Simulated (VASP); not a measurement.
Input:

```xyz
5
Lattice="5.6575 0.0000 0.0000 0.0000 5.6575 0.0000 0.0000 0.0000 5.6575" Properties=species:S:1:pos:R:3 pbc="T T T"
Cs     0.0000     0.0000     0.0000
Sn     2.8287     2.8287     2.8287
Br     2.8287     0.0000     2.8287
Br     0.0000     2.8287     2.8287
Br     2.8287     2.8287     0.0000
```

Level of theory: LDA (Ceperley-Alder, Perdew-Zunger), VASP's LDA PAW potentials (set 64) (plane waves; VASP). Settings: 400 eV cut-off, Gaussian smearing of 0.050 eV, potentials Cs_sv Sn_d Br.

Unless said otherwise, spin-orbit coupling is left out, though it shifts the bands of the heavy elements here.

Q: Predict the band gap (along the path) with the smallest direct gap where there is one.

A: 
```
Property                                                     Result
-------------------------  ----------------------------------------
band gap (along the path)  none (metal, semimetal or under 0.01 eV)
```

The structure comes from a computed database's CsSnBr3 entry (Pm-3m); how it stands against other phases isn't given here. It was relaxed first, which changed the volume by -9 %.
